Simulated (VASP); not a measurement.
Here is the system:

```xyz
1
Lattice="0.0000 2.0776 2.0776 2.0776 0.0000 2.0776 2.0776 2.0776 0.0000" Properties=species:S:1:pos:R:3 pbc="T T T"
Au     0.0000     0.0000     0.0000
```

These are PBE GGA, VASP's PBE PAW potentials (set 64) (plane waves; VASP 6.6.1) values and carry that method's errors. Numerical set-up: 480 eV cut-off, 14×14×14 Γ-centred mesh, first-order Methfessel-Paxton smearing of 0.10 eV, potentials Au.

Unless said otherwise, spin-orbit coupling is left out, though it shifts the bands of the heavy elements here.

Problem. Predict the energy per atom (σ→0), band gap (on the k-mesh) with the smallest direct gap where there is one.

Solution. 
```json
{
  "band gap (on the k-mesh)": "none (metal, semimetal or under 0.01 eV)",
  "energy per atom (σ→0)": "-3218 meV/atom"
}
```

The compound is Au in the fcc structure. It was relaxed first, which changed the volume by +6 %. The start is the result of an earlier pass.
